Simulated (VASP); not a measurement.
Input:

```xyz
2
Lattice="0.0000 2.5761 2.5761 2.5761 0.0000 2.5761 2.5761 2.5761 0.0000" Properties=species:S:1:pos:R:3 pbc="T T T"
Sr     0.0000     0.0000     0.0000
O      2.5761     2.5761     2.5761
```

Calculation: r2SCAN+rVV10, VASP's PBE PAW potentials (set 64) (plane waves; VASP 6.6.1). Numerical set-up: 520 eV cut-off, 10×10×10 Γ-centred mesh, tetrahedra with Blöchl corrections, potentials Sr_sv O.

Task: Give the energies of bands 6 to 11 at the high-symmetry points, in eV from the valence-band maximum.

Result: 
```
band     Γ      X      U      L      W
----  ----  -----  -----  -----  -----
6     0.00  -0.44  -0.93  -2.12  -1.11
7     0.00  -0.09  -0.57  -1.12  -0.44
8     0.00  -0.09  -0.48  -1.12  -0.44
9     4.54   3.70   5.24   7.05   6.50
10    6.75   8.46   8.44   8.96   6.50
11    6.75  10.90   9.39   9.45   9.28
```

The gap is indirect, 3.70 eV, from the valence maximum at Γ to the conduction minimum at X.

The compound is SrO in the rock salt structure. It was relaxed first.
